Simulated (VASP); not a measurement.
These are PBE GGA, VASP's PBE PAW potentials (set 64) (plane waves; VASP) values and carry that method's errors.

Input for VASP

INCAR:
```
ALGO = Normal
LWAVE = F
IBRION = 2
EDIFFG = -0.02   ! ionic stop
GGA = PE
NELM = 100
LCHARG = F
LREAL = F
SYSTEM = SnO
ISMEAR = 0
NSW = 60   ! most ionic steps
LMAXMIX = 4   ! l cut-off of mixed one-centre charges
PREC = Accurate
LASPH = T   ! aspherical one-centre terms
ENCUT = 520   ! plane-wave cut-off (eV)
ISIF = 3   ! ions, shape and volume
EDIFF = 1E-6   ! SCF stop (eV)
SIGMA = 0.05   ! width (eV)
```

File KPOINTS:
```
Automatic mesh
0
Gamma
5 5 4
0 0 0
```

File POSCAR:
```
SnO
1
    3.8709367704     0.0000000000     0.0000000000
    0.0000000000     3.8709367704     0.0000000000
    0.0000000000    -0.0000000000     4.9558019185
Sn O
2 2
Direct
  0.5000000000   0.0000000000   0.7660729444
  0.0000000000   0.5000000000   0.2339270556
  0.5000000000   0.5000000000   0.0000000000
  0.0000000000   0.0000000000   0.0000000000
```

POTCAR, in this order: Sn_d O (PBE.64 set). Program: vasp_std.

Output of the run:

**OSZICAR**
```
       N       E                     dE             d eps       ncg     rms          rms(c)
DAV:   1     0.398976785251E+03    0.39898E+03   -0.20639E+04   880   0.251E+03
DAV:   2     0.294450449361E+02   -0.36953E+03   -0.36357E+03   952   0.576E+02
DAV:   3    -0.242835098724E+02   -0.53729E+02   -0.52913E+02  1008   0.194E+02
DAV:   4    -0.264549980440E+02   -0.21715E+01   -0.21693E+01   984   0.429E+01
DAV:   5    -0.265167261539E+02   -0.61728E-01   -0.61703E-01  1152   0.711E+00    0.117E+01
DAV:   6    -0.227733685236E+02    0.37434E+01   -0.26803E+01  1456   0.534E+01    0.488E+00
DAV:   7    -0.227401102821E+02    0.33258E-01   -0.24912E+00  1000   0.101E+01    0.258E+00
DAV:   8    -0.227456190087E+02   -0.55087E-02   -0.64288E-01  1224   0.565E+00    0.109E+00
DAV:   9    -0.227208746871E+02    0.24744E-01   -0.19520E-01  1336   0.396E+00    0.275E-01
DAV:  10    -0.227236732072E+02   -0.27985E-02   -0.23785E-02  1224   0.128E+00    0.247E-01
DAV:  11    -0.227223014019E+02    0.13718E-02   -0.88690E-03  1384   0.830E-01    0.283E-02
DAV:  12    -0.227224013642E+02   -0.99962E-04   -0.85181E-04   920   0.182E-01    0.471E-02
DAV:  13    -0.227223885388E+02    0.12825E-04   -0.14730E-04  1312   0.134E-01    0.666E-03
DAV:  14    -0.227223888505E+02   -0.31170E-06   -0.11034E-05  1160   0.324E-02    0.464E-03
DAV:  15    -0.227223891389E+02   -0.28837E-06   -0.11154E-06   664   0.140E-02
   1 F= -.22722389E+02 E0= -.22722389E+02  d E =-.227224E+02
       N       E                     dE             d eps       ncg     rms          rms(c)
DAV:   1    -0.227281834025E+02   -0.57946E-02   -0.13453E-01  1048   0.522E+00    0.461E-01
DAV:   2    -0.227236462773E+02    0.45371E-02   -0.19967E-02  1120   0.138E+00    0.168E-01
DAV:   3    -0.227229372688E+02    0.70901E-03   -0.15647E-03  1088   0.754E-01    0.777E-02
DAV:   4    -0.227227538709E+02    0.18340E-03   -0.50988E-04  1112   0.398E-01    0.199E-02
DAV:   5    -0.227227422205E+02    0.11650E-04   -0.16199E-04  1192   0.146E-01    0.119E-02
DAV:   6    -0.227227373586E+02    0.48618E-05   -0.20398E-05  1312   0.419E-02    0.325E-03
DAV:   7    -0.227227372287E+02    0.12989E-06   -0.11624E-06   544   0.106E-02
   2 F= -.22722737E+02 E0= -.22722737E+02  d E =-.348090E-03
       N       E                     dE             d eps       ncg     rms          rms(c)
DAV:   1    -0.227230779065E+02   -0.34055E-03   -0.78595E-03  1064   0.126E+00    0.112E-01
DAV:   2    -0.227228139199E+02    0.26399E-03   -0.11733E-03  1080   0.331E-01    0.405E-02
DAV:   3    -0.227227731968E+02    0.40723E-04   -0.92833E-05  1080   0.184E-01    0.188E-02
DAV:   4    -0.227227613594E+02    0.11837E-04   -0.30453E-05  1120   0.969E-02    0.495E-03
DAV:   5    -0.227227596288E+02    0.17306E-05   -0.98778E-06  1184   0.356E-02    0.296E-03
DAV:   6    -0.227227589966E+02    0.63213E-06   -0.96944E-07   504   0.103E-02
   3 F= -.22722759E+02 E0= -.22722759E+02  d E =-.369858E-03
       N       E                     dE             d eps       ncg     rms          rms(c)
DAV:   1    -0.227236734555E+02   -0.91383E-03   -0.43779E-02  1320   0.176E+00    0.156E-01
DAV:   2    -0.227231727610E+02    0.50069E-03   -0.18017E-03  1080   0.442E-01    0.737E-02
DAV:   3    -0.227230614017E+02    0.11136E-03   -0.20397E-04  1176   0.249E-01    0.338E-02
DAV:   4    -0.227230329778E+02    0.28424E-04   -0.57202E-05  1336   0.113E-01    0.790E-03
DAV:   5    -0.227230315271E+02    0.14506E-05   -0.18706E-05  1208   0.495E-02    0.410E-03
DAV:   6    -0.227230310939E+02    0.43328E-06   -0.27576E-06   664   0.146E-02
   4 F= -.22723031E+02 E0= -.22723031E+02  d E =-.272097E-03
       N       E                     dE             d eps       ncg     rms          rms(c)
DAV:   1    -0.227293946814E+02   -0.63632E-02   -0.39464E-01  1312   0.530E+00    0.464E-01
DAV:   2    -0.227249206045E+02    0.44741E-02   -0.15939E-02  1080   0.130E+00    0.220E-01
DAV:   3    -0.227239127932E+02    0.10078E-02   -0.17440E-03  1168   0.731E-01    0.100E-01
DAV:   4    -0.227236722901E+02    0.24050E-03   -0.50390E-04  1336   0.334E-01    0.229E-02
DAV:   5    -0.227236683476E+02    0.39425E-05   -0.16447E-04  1224   0.149E-01    0.122E-02
DAV:   6    -0.227236657561E+02    0.25916E-05   -0.27267E-05  1120   0.439E-02    0.396E-03
DAV:   7    -0.227236658452E+02   -0.89102E-07   -0.26717E-06   720   0.132E-02
   5 F= -.22723666E+02 E0= -.22723666E+02  d E =-.906849E-03
       N       E                     dE             d eps       ncg     rms          rms(c)
DAV:   1    -0.227468225422E+02   -0.23157E-01   -0.15835E+00  1312   0.107E+01    0.921E-01
DAV:   2    -0.227291200625E+02    0.17702E-01   -0.63114E-02  1104   0.255E+00    0.436E-01
DAV:   3    -0.227251000891E+02    0.40200E-02   -0.64990E-03  1152   0.142E+00    0.198E-01
DAV:   4    -0.227241567902E+02    0.94330E-03   -0.19877E-03  1320   0.662E-01    0.432E-02
DAV:   5    -0.227241490609E+02    0.77293E-05   -0.60984E-04  1208   0.292E-01    0.229E-02
DAV:   6    -0.227241408784E+02    0.81825E-05   -0.97966E-05  1184   0.844E-02    0.765E-03
DAV:   7    -0.227241413102E+02   -0.43176E-06   -0.10631E-05  1032   0.258E-02    0.296E-03
DAV:   8    -0.227241413428E+02   -0.32690E-07   -0.13826E-06   520   0.137E-02
   6 F= -.22724141E+02 E0= -.22724141E+02  d E =-.138235E-02
       N       E                     dE             d eps       ncg     rms          rms(c)
DAV:   1    -0.227376242247E+02   -0.13483E-01   -0.45876E-01  1064   0.861E+00    0.750E-01
DAV:   2    -0.227264787353E+02    0.11145E-01   -0.59607E-02  1112   0.236E+00    0.258E-01
DAV:   3    -0.227247362291E+02    0.17425E-02   -0.49286E-03  1104   0.127E+00    0.119E-01
DAV:   4    -0.227243287323E+02    0.40750E-03   -0.13906E-03  1248   0.610E-01    0.381E-02
DAV:   5    -0.227243033250E+02    0.25407E-04   -0.40365E-04  1232   0.201E-01    0.206E-02
DAV:   6    -0.227242922088E+02    0.11116E-04   -0.49704E-05  1336   0.630E-02    0.605E-03
DAV:   7    -0.227242924145E+02   -0.20563E-06   -0.41463E-06   936   0.182E-02
   7 F= -.22724292E+02 E0= -.22724292E+02  d E =-.151072E-03
       N       E                     dE             d eps       ncg     rms          rms(c)
DAV:   1    -0.227246658605E+02   -0.37365E-03   -0.12497E-02  1064   0.141E+00    0.125E-01
DAV:   2    -0.227243537028E+02    0.31216E-03   -0.16456E-03  1128   0.392E-01    0.431E-02
DAV:   3    -0.227243046656E+02    0.49037E-04   -0.13788E-04  1112   0.215E-01    0.199E-02
DAV:   4    -0.227242956153E+02    0.90503E-05   -0.38657E-05  1248   0.101E-01    0.645E-03
DAV:   5    -0.227242969973E+02   -0.13820E-05   -0.11310E-05  1216   0.336E-02    0.346E-03
DAV:   6    -0.227242971558E+02   -0.15849E-06   -0.10576E-06   496   0.105E-02
   8 F= -.22724297E+02 E0= -.22724297E+02  d E =-.155813E-03
       N       E                     dE             d eps       ncg     rms          rms(c)
DAV:   1    -0.227246060621E+02   -0.30906E-03   -0.37563E-02  1264   0.158E+00    0.105E-01
DAV:   2    -0.227244064259E+02    0.19964E-03   -0.10465E-03  1152   0.357E-01    0.387E-02
DAV:   3    -0.227243610334E+02    0.45393E-04   -0.12003E-04  1136   0.206E-01    0.154E-02
DAV:   4    -0.227243535553E+02    0.74781E-05   -0.33419E-05  1344   0.776E-02    0.455E-03
DAV:   5    -0.227243514339E+02    0.21214E-05   -0.49038E-06   912   0.263E-02    0.151E-03
DAV:   6    -0.227243513052E+02    0.12870E-06   -0.24398E-07   464   0.791E-03
   9 F= -.22724351E+02 E0= -.22724351E+02  d E =-.541495E-04
```

File OUTCAR:
```
------------------------ aborting loop because EDIFF is reached ----------------------------------------
  FORCE on cell =-STRESS in cart. coord.  units (eV):
  Direction    XX          YY          ZZ          XY          YZ          ZX
  --------------------------------------------------------------------------------------
  Total        0.0174018      0.0174018     -0.0032697      0.0000000      0.0000000      0.0000000
  in kB        0.3688593      0.3688593     -0.0693072      0.0000000      0.0000000      0.0000000
  external PRESSURE =       0.2228038 kB  Pullay stress =       0.0000000 kB
  volume of cell :       75.59
      direct lattice vectors                 reciprocal lattice vectors
     3.867791774  0.000000000  0.000000000     0.258545459  0.000000000  0.000000000
     0.000000000  3.867791774 -0.000000000     0.000000000  0.258545459  0.000000000
     0.000000000 -0.000000000  5.052641545     0.000000000  0.000000000  0.197916276
 POSITION                                       TOTAL-FORCE (eV/Angst)
 -----------------------------------------------------------------------------------
      1.93390     -0.00000      3.88964         0.000000      0.000000     -0.000316
      3.86779      1.93390      1.16300        -0.000000     -0.000000      0.000316
      1.93390      1.93390      5.05264        -0.000000      0.000000      0.000000
      0.00000      3.86779      5.05264        -0.000000      0.000000      0.000000
 -----------------------------------------------------------------------------------
    total drift:                                0.000000      0.000000     -0.000000
  FREE ENERGIE OF THE ION-ELECTRON SYSTEM (eV)
  ---------------------------------------------------
  free  energy   TOTEN  =       -22.7243513052 eV

  energy  without entropy=      -22.7243513052  energy(sigma->0) =      -22.72435131

 reached required accuracy - stopping structural energy minimisation
```
(Selected blocks of OUTCAR.)

File CONTCAR:
```
SnO
   1.00000000000000
     3.8677917735912999    0.0000000000000000    0.0000000000000000
     0.0000000000000000    3.8677917735912999   -0.0000000000000000
     0.0000000000000000   -0.0000000000000000    5.0526415445473774
  Sn              O
     2     2
Direct
     0.5000000000000000    0.0000000000000000    0.7698230672491859
     1.0000000000000000    0.5000000000000000    0.2301769327508141
     0.5000000000000000    0.5000000000000000    1.0000000000000000
     0.0000000000000000    1.0000000000000000    1.0000000000000000
```

Without a dispersion term in the relaxation, distances and binding between the weakly bound layers, chains or molecules are unreliable, and so is what depends on them.

The compound is SnO in the litharge structure. This run relaxes it. Symmetry was kept, so distortions that lower it aren't found. The start is the result of an earlier pass.
